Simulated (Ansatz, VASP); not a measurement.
# SnTe: VASP beside Ansatz, part 2 of 2

One calculation is typed for both programs; each brings its own data sets. How far apart do they land? The cell is taken from a series of runs on this material, whose earlier steps may have relaxed, scaled, displaced or heated it; both programs get it as it stands.

VASP 6.6.1 and Ansatz 0.2.0.

So far: The structure; VASP: zone-centre phonons, PBEsol.

### 3. Ansatz: zone-centre phonons, PBEsol

Level of this step: Ansatz beside VASP: Kohn-Sham DFT, plane waves, PBEsol (Ansatz).

Ansatz runs on its PAW soft_1 files.

The same cell, functional, mesh and smearing now go to Ansatz, which takes its cutoff from its data sets.

File input.yaml:

```yaml
crystal:
  lattice:
    - [0.0746097447, 3.1638452375, 3.1435049608]
    - [3.1638452375, 0.0746097447, 3.1435049608]
    - [3.2384549821, 3.2384549821, -1.0e-10]
  atoms:
    - { symbol: Sn, position: [0.0, 0.0, 0.0] }
    - { symbol: Te, position: [0.5, 0.5, 0.5] }
kpoints:
  mp_grid: { grid: [12, 12, 12] }
hamiltonian:
  xc: pbesol
  pseudopotentials: { kind: paw, azcp: { folder: soft_1 }, xc_functional: pbe }
scf:
  occupations: { method: gaussian, width: 0.01 }
output:
  eigenvalues: true
phonons:
  method: dfpt
```

Command:

```sh
$ ansatz run input.yaml --threads 4 --pin off --max-ram 10240MiB --backend cpu --events-out ev --progress --plain --runs-dir out
```

Numbers of over 12 decimals in the logs are rounded to 6 here.

Output:

```text
zone centre: on kpoints.mp_grid the ground state, and the responses unless they are solved on pairs of k-points, stand on 476 of the mesh's 1728 k-points, reduced under 4 symmetry operations, with k and −k counted as one. Each operation leaves every solved displacement unchanged or reverses it
Engine: ansatz 0.2.0, x86_64-unknown-linux-gnu
Pseudopotentials: kind: paw
Pseudopotential: Sn, paw, valence charge 14, recommended cutoff 420 eV (normal), soft_1/Sn.paw.azcp
Pseudopotential: Te, paw, valence charge 16, recommended cutoff 420 eV (normal), soft_1/Te.paw.azcp
Functional definition: PBEsol
  exchange = pbesol_x
  correlation = pbesol_c
Crystal: 2 atoms, lattice volume = 62.897 Å³
Basis set: ecut = 420 eV, 1243 PW (Γ), exchange–correlation on 64×64×64 points (8 copies of the dense FFT grid, shifted against one another)
Bands: 19, of which v1, the nominal top of the filled ones, is band 15 counted from 1 (14 counted from 0)
Symmetry: 8 space group operations
k-points: 476 of 1728 (irreducible under 4 space group operations)
Non-local potential: Sn, projectors of the file, l = 0: 2, l = 1: 2, l = 2: 2, l = 3: 1
Non-local potential: Te, projectors of the file, l = 0: 2, l = 1: 2, l = 2: 2, l = 3: 1
PAW form: soft (Blöchl's): semilocal exchange-correlation on the pseudo side does not see the compensation charge
PAW frozen core: Sn, regenerated for the run's functional, and the local potential with it (the file was generated under x = pbe(κ = 0.804, μ = 0.219515), c = pbe(β = 0.066725))
PAW frozen core: Te, regenerated for the run's functional, and the local potential with it (the file was generated under x = pbe(κ = 0.804, μ = 0.219515), c = pbe(β = 0.066725))
PAW one-centre angular grid: Sn, 590 points (default); XC on 64 Gauss nodes
PAW one-centre angular grid: Te, 590 points (default); XC on 64 Gauss nodes
Initial density: superposition of atomic densities (chi_scale 0.1, normalization cell, long waves kept (reshape's long-wave potential 0.00 eV rms))
Initial wavefunctions: pseudopotential atomic-orbital guess
Functional: x = pbesol(κ = 0.804, μ = 0.123457), c = pbesol(β = 0.046)
SCF iter   1: F=—  HF=-12852.005113 eV  |F-HF|=—  |Δ(HF+E_count)|=         —  Δρ=1.08e-2  dr2=7.52e-2  ethr=3.10e-3  ⟨swp⟩=7.6  Hψ=52570  notcnv=0
preconditioner: auto → none  [insulator: Δε(μ)=0.081 eV  Ē_g=8.639 eV  σ=0.010 eV  W_gap=1.00  n_scr=14 (ndim 8)  ℏωp=14.8 eV  f_vac=0.000  D(μ)=0.00/eV (n_scr^D=0)  ε∞_Penn≈3.9]
SCF iter   2: F=—  HF=-12851.998713 eV  |F-HF|=—  |Δ(HF+E_count)|=   6.40e-3  Δρ=5.38e-3  dr2=1.96e-2  ethr=2.51e-4  ⟨swp⟩=2.0  Hψ=14794  notcnv=0
SCF iter   3: F=—  HF=-12851.998534 eV  |F-HF|=—  |Δ(HF+E_count)|=   1.79e-4  Δρ=3.85e-4  dr2=5.25e-5  ethr=6.53e-5  ⟨swp⟩=3.2  Hψ=14601  notcnv=0
SCF iter   4: F=—  HF=-12851.998558 eV  |F-HF|=—  |Δ(HF+E_count)|=   2.39e-5  Δρ=1.17e-4  dr2=3.66e-6  ethr=1.75e-7  ⟨swp⟩=2.1  Hψ=16921  notcnv=0
SCF iter   5: F=—  HF=-12851.998560 eV  |F-HF|=—  |Δ(HF+E_count)|=   2.32e-6  Δρ=1.47e-5  dr2=8.14e-8  ethr=1.22e-8  ⟨swp⟩=2.0  Hψ=16184  notcnv=0
SCF iter   6: F=—  HF=-12851.998561 eV  |F-HF|=—  |Δ(HF+E_count)|=   9.77e-7  Δρ=3.08e-6  dr2=5.48e-9  ethr=2.71e-10  ⟨swp⟩=2.0  Hψ=16184  notcnv=0
SCF iter   7: F=—  HF=-12851.998561 eV  |F-HF|=—  |Δ(HF+E_count)|=   1.20e-9  Δρ=5.99e-7  dr2=1.26e-10  ethr=1.83e-11  ⟨swp⟩=2.0  Hψ=13804  notcnv=0
SCF iter   8: F=—  HF=-12851.998561 eV  |F-HF|=—  |Δ(HF+E_count)|=  7.28e-11  Δρ=2.26e-7  dr2=2.76e-11  ethr=1.00e-12  ⟨swp⟩=7.8  Hψ=52735  notcnv=0
SCF iter   9: F=-12851.998561 eV  HF=-12851.998561 eV  |F-HF|=1.82e-12  |Δ(HF+E_count)|=  1.64e-11  Δρ=4.34e-8  dr2=7.45e-13  ethr=1.00e-12  ⟨swp⟩=6.2  Hψ=39446  notcnv=0
SCF 1 converged in 9 iterations: F = -12851.998561 eV  dr2 = 7.45e-13
  greatest PAW one-centre occupation: 0.998 electrons in one spin orbital (limit 2), on the Te atom at site 1 (counted from 0), in its partial waves of l = 2
DFPT response loops at Γ: preconditioner auto → Kerker (q_TF=auto, 2.412 Å⁻¹) (partly filled bands, converged f_vac=0.006); β = 1.00, the filter's whole step (`scf.mixing.beta` (0.50) is not read by the response loops under this deck's `scf.mixing.preconditioner`; to damp them name `kerker` or `kerker_dos`, under which they read `scf.mixing.beta`, and type it under 1.00, their step now; both keys bind the ground state too); Broyden in place of MSR1
SCF converged after 9 iterations
Free energy (F): -12851.998561 eV
Harris-Foulkes:  -12851.998561 eV  (|F-HF|=1.82e-12)
Internal energy: -12851.998561 eV  (E = F + TS)
E sigma→0 (E₀):  -12851.998561 eV
Fermi energy:    9.467142 eV
--- Per-component energies (eV) ---
  E_band       = -358.082013
  E_kinetic    = 339.079073
  E_local      = -2691.635897  (includes V_loc(G=0)·N_el)
  E_nonlocal   = 215.503719
  E_hartree    = 1339.640972
  E_xc         = -246.269148
  E_vxc        = -182.200566  (∫ρ·V_xc dr)
  E_paw        = -8888.359566  (= ΣΔE_a)
  E_vpaw       = -718.110624  (= ΣTr[D̂ρ^β])
  E_aug_tail   = 0.000379  (compensation charges beyond the density's cutoff)
  E_ewald      = -2920.617743
  E_core_change = 0.659651  (= ΣΔE_core)
  E_smearing   = -0.000000  (= −TS)
  E_closure    = 0.000000  (closes the sum)
  Σ components = -12851.998561   (vs F -12851.998561, Δ=0.00e0)
--- Band table (eV; the first three rows and the last of 476) ---
  k-point 0: bands = [... 11 lower, 4.7124, 7.1667, 7.2981, 7.6027, 12.6844, 12.8237, 12.8905, 13.9174]
  k-point 1: bands = [... 11 lower, 4.3507, 7.2621, 7.4967, 7.6077, 12.3861, 12.5119, 12.5357, 14.0012]
  k-point 2: bands = [... 11 lower, 3.5751, 7.3236, 7.6269, 8.0153, 11.7560, 11.8236, 11.8694, 14.1451]
  k-point 475: bands = [... 11 lower, 2.9445, 3.9035, 5.5092, 5.9951, 11.6095, 14.2601, 14.4367, 15.8474]
--- Phonons (Γ-DFPT): 4 representative perturbations + reference, on 476 of 1728 k-points (Σ response iterations 12) ---
  k mesh reduced under 4 symmetry operations, with k and −k counted as one. Each operation leaves every solved displacement unchanged or reverses it
  ASR residual: 1.020e-4 → 0.000e0 eV/Å²; symmetrization residual: 1.314e-5 eV/Å²
  ASR residual per site (eV/Å²): 2.21e-5 1.02e-4
  Γ frequencies (cm⁻¹): -29.49 0.00 0.00 0.00 30.60 37.71
  non-analytic LO–TO correction: not included (Born effective charges unavailable; polar crystals: no LO–TO splitting at Γ)
```

The column dr2 measures how far the density is from self-consistency, as an energy; F and HF (Harris–Foulkes) agree once it is small.

### 4. Comparison

Known differences besides the potentials themselves: the data sets hold 30 valence electrons in Ansatz (on its PAW soft_1 files) and 20 in VASP; the cutoff is 420 eV in Ansatz and 500 eV in VASP; Ansatz makes its cores anew for this functional, VASP keeps those of its PBE data sets. Total energies have different zeros and are not compared.

The two programs side by side:

| quantity | Ansatz | VASP | difference |
| --- | --- | --- | --- |
| optical mode 1 (imaginary, printed as negative) (cm⁻¹) | -29.5 | -26.3 | -3.2 |
| optical mode 2 (cm⁻¹) | 30.6 | 33.2 | -2.6 |
| optical mode 3 (cm⁻¹) | 37.7 | 38.7 | -1.0 |

Our record labels this cell a metal in VASP alone; each run is judged by its own test, so with a small gap or wide smearing the label says little about the levels. Modes are paired by rising frequency, not by their patterns, so a pair may set unlike modes beside each other; they are those without the splitting of longitudinal modes.

### 5. What came out

```yaml
r_m_s_difference_of_the_optical_zone_centre_modes_each_program_s_sorted_by_frequency_zone_centre_phonons_pbesol: 2.5 cm⁻¹
```

In words: The r.m.s. difference of the optical zone-centre modes, each program's sorted by frequency is 2.5 cm⁻¹ (zone-centre phonons, PBEsol). The data sets hold unlike numbers of valence electrons (30 in Ansatz and 20 in VASP), so part of the differences comes from the potentials. How closely two codes agree says nothing of how well the functional describes the real material.

[Lines on the potential files, build, host, timing and source positions are cut from VASP's logs without a mark.]

[Logs are printed without paths, hosts, clocks, repeated set-up lines and the standing remarks that a program may print on its own settings, such as how far it seeks lower states.]

[Hosts, paths, dates, database ids (printed as entryN), source tags and the programs' standing remarks are cut or masked in the printed files.]
